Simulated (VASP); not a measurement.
# CaMn2Bi2: magnetic moments, functional by functional, part 2 of 2

Aim: the magnetic moments of CaMn2Bi2 at several levels of theory. The starting structure is a computed structure from the Materials Project. The reference starts from ferromagnetic moments.

VASP 6.6.1.

Results so far: PBEsol 4.12 μB on Mn; LDA 3.92 μB on Mn; PBE 4.12 μB on Mn.

## (5) Run with r2SCAN

Level of this step: r2SCAN, spin-polarised from a ferromagnetic start; plane waves and PAW (Bi_d, Mn_pv, Ca_sv) (VASP).

r2SCAN adds the kinetic-energy density, costs more than a GGA and is run with LASPH.

The input, INCAR:

```
SYSTEM = CaMn2Bi2
PREC = Accurate
ENCUT = 400
EDIFF = 1E-07
NELM = 200
ISMEAR = 1
SIGMA = 0.15
LREAL = .FALSE.
ALGO = Normal
METAGGA = R2SCAN
LASPH = .TRUE.
NBANDS = 49
ISPIN = 2
MAGMOM = 0 0 4.8 4.8 0
LMAXMIX = 4
LORBIT = 11
LWAVE = .FALSE.
LCHARG = .FALSE.
KPAR = 8
```

The input, POSCAR:

```
CaMn2Bi2
1.0
    4.6263818529      0.0000000000      0.0000000000
   -2.3131909265      4.0065642123      0.0000000000
    0.0000000000      0.0000000000      7.7287920000
Bi Mn Ca
2 2 1
Direct
    0.3333333333      0.6666666667      0.7511910000
    0.6666666667      0.3333333333      0.2488090000
    0.3333333333      0.6666666667      0.3792650000
    0.6666666667      0.3333333333      0.6207350000
    0.0000000000      0.0000000000      0.0000000000
```

The input, KPOINTS:

```
Automatic mesh
0
Gamma
8 8 4
0 0 0
```

Potentials, in the order of the species: Bi_d, Mn_pv and Ca_sv (PBE family, release 64).

Launch:

```
$ mpirun -np 8 vasp_std
```

Log:

```text
[banner, memory and clock lines left out]
running    8 mpi-ranks, on    1 nodes
[...]
[... a notice as in an earlier step ...]

 [... a notice as in an earlier step ...]

 LDA part: xc-table for (None), standard interpolation
 POSCAR, INCAR and KPOINTS ok, starting setup
[...]
entering main loop
       N       E                     dE             d eps       ncg     rms          rms(c)
DAV:   1     0.616720051270E+03    0.61672E+03   -0.31261E+04  6996   0.134E+03
DAV:   2    -0.989974743115E+02   -0.71572E+03   -0.69152E+03  6884   0.444E+02
DAV:   3    -0.166641860229E+03   -0.67644E+02   -0.65790E+02  7681   0.153E+02
DAV:   4    -0.170303002706E+03   -0.36611E+01   -0.36057E+01 10704   0.333E+01
[...]
DAV:  17    -0.155392953063E+03    0.42088E-05   -0.52760E-07  7911   0.517E-03    0.273E-03
DAV:  18    -0.155392949473E+03    0.35895E-05   -0.18022E-07  5755   0.300E-03    0.826E-04
DAV:  19    -0.155392949470E+03    0.34179E-08   -0.30367E-08  3743   0.115E-03
   1 F= -.15539295E+03 E0= -.15539245E+03  d E =-.148994E-02  mag=     9.7906
```

Wall time 3.8 min (8 MPI ranks of AMD EPYC 9R14 (Zen 4), shared host); peak memory 3.4 GiB; 29 min of CPU time.

Parts of OUTCAR (step 5):

```text
  Total        0.5027909      0.5027909      0.0805025     -0.0000000      0.0000000      0.0000000
  in kB        5.6230608      5.6230608      0.9003156     -0.0000000      0.0000000      0.0000000
  external PRESSURE =       4.0488124 kB  Pullay stress =       0.0000000 kB

 POSITION                                       TOTAL-FORCE (eV/Angst)
 -----------------------------------------------------------------------------------
     -0.00000      2.67104      5.80580        -0.000000      0.000000      0.152355
      2.31319      1.33552      1.92299         0.000000     -0.000000     -0.152355
     -0.00000      2.67104      2.93126        -0.000000      0.000000     -0.081576
      2.31319      1.33552      4.79753        -0.000000     -0.000000      0.081576
      0.00000      0.00000      0.00000         0.000000      0.000000      0.000000
 -----------------------------------------------------------------------------------
    total drift:                               -0.000000      0.000000     -0.000000

  FREE ENERGIE OF THE ION-ELECTRON SYSTEM (eV)
  ---------------------------------------------------
  free  energy   TOTEN  =      -155.3929494697 eV

  energy  without entropy=     -155.3914595251  energy(sigma->0) =     -155.39245282

 magnetization (x)
# of ion       s       p       d       tot
------------------------------------------
    1        0.012  -0.035   0.016  -0.007
    2        0.012  -0.035   0.016  -0.007
    3        0.058   0.054   4.285   4.397
    4        0.058   0.054   4.285   4.397
    5        0.005   0.002   0.044   0.050
--------------------------------------------------
tot          0.144   0.042   8.645   8.830

[... 2 parts as in an earlier step ...]

[... 1 further part left out ...]
[key lines of the parts left out:]
E-fermi :   5.5866
```

r2SCAN: the moments inside the Mn spheres have a mean size of 4.40 μB, and the cell carries 9.79 μB, with no gap.

## (6) Run with PBEsol + spin-orbit coupling

Spin-orbit coupling is switched on in this step. This run uses a 6×6×4 mesh.

The input, INCAR:

```
SYSTEM = CaMn2Bi2
PREC = Accurate
ENCUT = 400
EDIFF = 1E-07
NELM = 200
ISMEAR = 1
SIGMA = 0.15
LREAL = .FALSE.
ALGO = Normal
GGA = PS
LNONCOLLINEAR = .TRUE.
MAGMOM = 0 0 0 0 0 0 0 0 4.8 0 0 4.8 0 0 0
NBANDS = 80
GGA_COMPAT = .FALSE.
LASPH = .TRUE.
LSORBIT = .TRUE.
LORBMOM = .TRUE.
ISYM = -1
LMAXMIX = 4
LORBIT = 11
LWAVE = .FALSE.
LCHARG = .FALSE.
KPAR = 8
```

POSCAR is that of step 5.

The input, KPOINTS:

```
Automatic mesh
0
Gamma
6 6 4
0 0 0
```

Launch:

```
$ mpirun -np 8 vasp_ncl
```

Log:

```text
[banner, memory and clock lines left out]
running    8 mpi-ranks, on    1 nodes
[...]
[... a notice as in an earlier step ...]

 [... a notice as in an earlier step ...]

 LDA part: xc-table for (Slater+PW92), standard interpolation
 POSCAR, INCAR and KPOINTS ok, starting setup
[...]
entering main loop
       N       E                     dE             d eps       ncg     rms          rms(c)
DAV:   1     0.782103007167E+03    0.78210E+03   -0.30948E+04 23400   0.162E+03
DAV:   2     0.585071103544E+02   -0.72360E+03   -0.70604E+03 23040   0.526E+02
DAV:   3    -0.273733889263E+02   -0.85880E+02   -0.82654E+02 29152   0.196E+02
DAV:   4    -0.328773122707E+02   -0.55039E+01   -0.54222E+01 30440   0.477E+01
[...]
DAV:  30    -0.309795447723E+02    0.44421E-06   -0.11277E-05 24080   0.159E-02    0.188E-03
DAV:  31    -0.309795446930E+02    0.79326E-07   -0.25339E-06 24136   0.783E-03    0.180E-03
DAV:  32    -0.309795446512E+02    0.41751E-07   -0.29474E-07 19776   0.259E-03
   1 F= -.30979545E+02 E0= -.30982027E+02  d E =0.744677E-02  mag=    -0.0003    -0.0012     9.0761
```

Elapsed: 10 min, on 8 MPI ranks; peak memory 12 GiB.

OUTCAR, selected parts (step 6):

```text
  Total       -2.5759200     -2.5759886     -2.3536897     -0.0000682     -0.0000078     -0.0000154
  in kB      -28.8083077    -28.8090754    -26.3229519     -0.0007622     -0.0000877     -0.0001719
  external PRESSURE =     -27.9801117 kB  Pullay stress =       0.0000000 kB

 POSITION                                       TOTAL-FORCE (eV/Angst)
 -----------------------------------------------------------------------------------
     -0.00000      2.67104      5.80580        -0.000003      0.000008     -0.125562
      2.31319      1.33552      1.92299        -0.000004      0.000009      0.125560
     -0.00000      2.67104      2.93126         0.000004     -0.000011      0.048891
      2.31319      1.33552      4.79753         0.000005     -0.000009     -0.048892
      0.00000      0.00000      0.00000        -0.000002      0.000003      0.000004
 -----------------------------------------------------------------------------------
    total drift:                               -0.000001      0.000009     -0.000004

  FREE ENERGIE OF THE ION-ELECTRON SYSTEM (eV)
  ---------------------------------------------------
  free  energy   TOTEN  =       -30.9795446512 eV

  energy  without entropy=      -30.9869914213  energy(sigma->0) =      -30.98202691

 magnetization (x)
# of ion       s       p       d       tot
------------------------------------------
    1       -0.000   0.000   0.000   0.000
    2       -0.000   0.000  -0.000   0.000
    3       -0.000  -0.000  -0.001  -0.001
    4        0.000   0.000   0.001   0.001
    5       -0.000  -0.000  -0.000  -0.000
--------------------------------------------------
tot         -0.000   0.000  -0.000  -0.000

 magnetization (y)
# of ion       s       p       d       tot
------------------------------------------
    1        0.000  -0.000  -0.000  -0.000
    2       -0.000   0.000  -0.000   0.000
    3        0.000   0.000   0.001   0.001
    4       -0.000  -0.000  -0.002  -0.002
    5       -0.000   0.000  -0.000  -0.000
--------------------------------------------------
tot         -0.000  -0.000  -0.001  -0.001

 magnetization (z)
# of ion       s       p       d       tot
------------------------------------------
    1        0.007  -0.041   0.014  -0.020
    2        0.007  -0.041   0.014  -0.020
    3        0.048   0.042   4.004   4.094
    4        0.048   0.042   4.004   4.094
    5        0.005   0.000   0.038   0.043
--------------------------------------------------
tot          0.114   0.003   8.074   8.191

[... 1 part as in an earlier step ...]

[... 2 further parts left out ...]
[key lines of the parts left out:]
E-fermi :   5.0978
```

PBEsol + spin-orbit coupling: the moments inside the Mn spheres have a mean size of 4.09 μB, and the cell carries 9.08 μB, with no gap.

## (7) Run with HSE06

HSE06 mixes in a quarter of exact exchange at short range, at far higher cost; in semiconductors this cures much of the gap error, while metals seldom gain. This run uses a 5×5×3 mesh. Its starting orbitals come from a semilocal run on the same mesh, not shown.

The input, INCAR:

```
SYSTEM = CaMn2Bi2
PREC = Accurate
ENCUT = 400
EDIFF = 1E-07
NELM = 200
ISMEAR = 1
SIGMA = 0.15
LREAL = .FALSE.
ALGO = Normal
LHFCALC = .TRUE.
AEXX = 0.25
GGA = PE
HFSCREEN = 0.2
LASPH = .TRUE.
NBANDS = 49
ISPIN = 2
MAGMOM = 0 0 4.8 4.8 0
LMAXMIX = 4
PRECFOCK = Fast
LORBIT = 11
LWAVE = .FALSE.
LCHARG = .FALSE.
KPAR = 8
```

POSCAR is that of step 6.

The input, KPOINTS:

```
Automatic mesh
0
Gamma
5 5 3
0 0 0
```

Launch:

```
$ mpirun -np 8 vasp_std
```

Log:

```text
[banner, memory and clock lines left out]
running    8 mpi-ranks, on    1 nodes
[...]
[... a notice as in an earlier step ...]

 LDA part: xc-table for (Slater+PW92), standard interpolation
 found WAVECAR, reading the header
 POSCAR, INCAR and KPOINTS ok, starting setup
[...]
reading WAVECAR
 the WAVECAR file was read successfully
 initial charge from wavefunction
 entering main loop
       N       E                     dE             d eps       ncg     rms          rms(c)
DAV:   1    -0.390188408646E+02   -0.39019E+02   -0.20342E+00  2858   0.122E+01    0.543E+00
DAV:   2    -0.392172882349E+02   -0.19845E+00   -0.70632E-01  2855   0.544E+00    0.389E+00
DAV:   3    -0.392229563764E+02   -0.56681E-02   -0.14770E-01  2990   0.207E+00    0.197E+00
DAV:   4    -0.392250674512E+02   -0.21111E-02   -0.19686E-02  3334   0.683E-01    0.103E+00
[...]
DAV:  16    -0.392262095172E+02   -0.22092E-06   -0.43823E-08  1861   0.933E-04    0.184E-03
DAV:  17    -0.392262096619E+02   -0.14469E-06   -0.18617E-08  1655   0.651E-04    0.114E-03
DAV:  18    -0.392262097326E+02   -0.70653E-07   -0.11225E-08  1523   0.470E-04
   1 F= -.39226210E+02 E0= -.39226072E+02  d E =-.414012E-03  mag=     9.9455
```

It took 56 min on 8 MPI ranks; peak memory 3.5 GiB.

OUTCAR, selected parts (step 7):

```text
 POSITION                                       TOTAL-FORCE (eV/Angst)
 -----------------------------------------------------------------------------------
     -0.00000      2.67104      5.80580        -0.000000      0.000000      0.312921
      2.31319      1.33552      1.92299        -0.000000     -0.000000     -0.312921
     -0.00000      2.67104      2.93126         0.000000      0.000000     -0.137052
      2.31319      1.33552      4.79753        -0.000000     -0.000000      0.137052
      0.00000      0.00000      0.00000         0.000000     -0.000000      0.000000
 -----------------------------------------------------------------------------------
    total drift:                                0.000000     -0.000000      0.000000

  FREE ENERGIE OF THE ION-ELECTRON SYSTEM (eV)
  ---------------------------------------------------
  free  energy   TOTEN  =       -39.2262097326 eV

  energy  without entropy=      -39.2257957203  energy(sigma->0) =      -39.22607173

 magnetization (x)
# of ion       s       p       d       tot
------------------------------------------
    1        0.006  -0.019   0.012  -0.001
    2        0.006  -0.019   0.012  -0.001
    3        0.047   0.051   4.413   4.511
    4        0.047   0.051   4.413   4.511
    5        0.003   0.001   0.029   0.033
--------------------------------------------------
tot          0.110   0.064   8.880   9.053

[... 1 part as in an earlier step ...]

[... 2 further parts left out ...]
[key lines of the parts left out:]
E-fermi :   5.8337
```

HSE06: the moments inside the Mn spheres have a mean size of 4.51 μB, and the cell carries 9.95 μB, with no gap.

## (8) Run with PBEsol from an antiferromagnetic start

The input, INCAR:

```
SYSTEM = CaMn2Bi2
PREC = Accurate
ENCUT = 400
EDIFF = 1E-07
NELM = 200
ISMEAR = 1
SIGMA = 0.15
LREAL = .FALSE.
ALGO = Normal
GGA = PS
NBANDS = 43
ISPIN = 2
MAGMOM = 0 0 4.8 -4.8 0
LASPH = .TRUE.
LMAXMIX = 4
LORBIT = 11
LWAVE = .FALSE.
LCHARG = .FALSE.
KPAR = 8
```

POSCAR is that of step 7.

The input, KPOINTS:

```
Automatic mesh
0
Gamma
8 8 4
0 0 0
```

Launch:

```
$ mpirun -np 8 vasp_std
```

Log:

```text
[... set-up lines as in an earlier step ...]
 entering main loop
       N       E                     dE             d eps       ncg     rms          rms(c)
DAV:   1     0.721409809323E+03    0.72141E+03   -0.31265E+04  6084   0.150E+03
DAV:   2     0.351781418967E+02   -0.68623E+03   -0.66863E+03  6042   0.475E+02
DAV:   3    -0.287575470710E+02   -0.63936E+02   -0.62378E+02  6973   0.162E+02
DAV:   4    -0.321547561799E+02   -0.33972E+01   -0.33455E+01  8941   0.363E+01
[...]
DAV:  15    -0.299494132089E+02   -0.10364E-04   -0.28853E-05  9105   0.398E-02    0.165E-02
DAV:  16    -0.299494156151E+02   -0.24062E-05   -0.55196E-06  7650   0.160E-02    0.380E-03
DAV:  17    -0.299494155278E+02    0.87311E-07   -0.80273E-07  6333   0.495E-03
   1 F= -.29949416E+02 E0= -.29952073E+02  d E =0.797379E-02  mag=     0.0000
```

It took 54 s on 8 MPI ranks; peak memory 3.2 GiB.

Parts of OUTCAR (step 8):

```text
  Total       -2.7709157     -2.7709157     -4.7439679      0.0000000      0.0000000      0.0000000
  in kB      -30.9890809    -30.9890809    -53.0550975      0.0000000      0.0000000      0.0000000
  external PRESSURE =     -38.3444198 kB  Pullay stress =       0.0000000 kB

 POSITION                                       TOTAL-FORCE (eV/Angst)
 -----------------------------------------------------------------------------------
     -0.00000      2.67104      5.80580         0.000000      0.000000     -0.487622
      2.31319      1.33552      1.92299        -0.000000     -0.000000      0.487622
     -0.00000      2.67104      2.93126         0.000000     -0.000000      0.390002
      2.31319      1.33552      4.79753         0.000000      0.000000     -0.390002
      0.00000      0.00000      0.00000         0.000000      0.000000     -0.000000
 -----------------------------------------------------------------------------------
    total drift:                               -0.000000      0.000000     -0.000000

  FREE ENERGIE OF THE ION-ELECTRON SYSTEM (eV)
  ---------------------------------------------------
  free  energy   TOTEN  =       -29.9494155278 eV

  energy  without entropy=      -29.9573893208  energy(sigma->0) =      -29.95207346

 magnetization (x)
# of ion       s       p       d       tot
------------------------------------------
    1       -0.003   0.012  -0.009   0.001
    2        0.003  -0.012   0.009  -0.001
    3        0.052   0.048   3.941   4.041
    4       -0.052  -0.048  -3.941  -4.041
    5        0.000   0.000   0.000   0.000
--------------------------------------------------
tot          0.000   0.000  -0.000  -0.000

[... 1 part as in an earlier step ...]

[... 2 further parts left out ...]
[key lines of the parts left out:]
E-fermi :   5.2883
```

PBEsol from an antiferromagnetic start: the moments inside the Mn spheres have a mean size of 4.04 μB, and the cell carries 0.00 μB, with a gap of 0.09 eV on the mesh. Against the ferromagnetic start the energy is -99.3 meV an atom.

## (9) The runs compared

| run | mean size of the moment on Mn (μB) | cell (μB) | gap on the mesh (eV) | core minutes |
| --- | --- | --- | --- | --- |
| PBEsol | 4.12 | 9.19 | none | 8.0 |
| LDA | 3.92 | 8.68 | none | 7.47 |
| PBE | 4.12 | 9.19 | none | 7.87 |
| r2SCAN | 4.4 | 9.79 | none | 30.4 |
| PBEsol + spin-orbit coupling | 4.09 | 9.08 | none | 82.4 |
| HSE06 | 4.51 | 9.95 | none | 445.0 |
| PBEsol from an antiferromagnetic start | 4.04 | 0.0 | 0.09 | 7.2 |

Core minutes are wall time times ranks of the run shown, on a shared host.

## (10) Summary of results

* mean size of the moment on Mn, PBEsol: 4.12 μB
* mean size of the moment on Mn, LDA: 3.92 μB
* mean size of the moment on Mn, PBE: 4.12 μB
* mean size of the moment on Mn, r2SCAN: 4.40 μB
* mean size of the moment on Mn, PBEsol + spin-orbit coupling: 4.09 μB
* mean size of the moment on Mn, HSE06: 4.51 μB
* mean size of the moment on Mn, PBEsol from an antiferromagnetic start: 4.04 μB

From the same magnetic start, the Mn moment of CaMn2Bi2 lies between 3.92 μB (LDA) and 4.51 μB (HSE06). With PBEsol the antiferromagnetic start ends lower, by 99.3 meV an atom. Not all runs use one mesh, which bears on small differences. Orbital moments aren't included. Experiment finds antiferromagnetic order in this phase at low temperature (arxiv:1907.07203), which need not be an order tried here. Moments are counted inside the PAW spheres, so the part between the atoms is missing from them. The magnetic order was set by hand and not searched for; longer or canted orders weren't tried. The orders are compared on one fixed geometry, and relaxing each could change the distance or its sign. Further runs on this material are not shown.

[Lines on the potential files, build, host, timing and source positions are cut from VASP's logs without a mark.]

[Logs are printed without paths, hosts, clocks, repeated set-up lines and the standing remarks that a program may print on its own settings, such as how far it seeks lower states.]

[Hosts, paths, dates, database ids (printed as entryN), source tags and the programs' standing remarks are cut or masked in the printed files.]
